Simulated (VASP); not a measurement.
Given:

```
CELL_PARAMETERS angstrom
      1.35660    -2.34970     0.00000
      1.35660     2.34970     0.00000
      0.00000     0.00000     5.04900
ATOMIC_POSITIONS crystal
  Zn 0.33333 0.66667 0.25000
  Zn 0.66667 0.33333 0.75000
```

All values below come from PBE GGA, VASP's PBE PAW potentials (set 64) (plane waves; VASP). Numerical set-up: 400 eV cut-off, 14×14×7 Γ-centred mesh, first-order Methfessel-Paxton smearing of 0.10 eV, potentials Zn.

Problem. Estimate the energy per atom (σ→0), pressure, band gap (on the k-mesh) with the smallest direct gap where there is one.

Solution. 
```yaml
band gap (on the k-mesh): none (metal, semimetal or under 0.01 eV)
energy per atom (σ→0): -1.091 eV/atom
pressure: -4.09 GPa
```

Total energies compare only between runs with the same potentials, cut-off and functional.

The compound is Zn in the hcp structure. The cell was not relaxed at this level. The run is one of a series of settings (EDIFF = 1E-8 against the base run), some of them coarse on purpose.
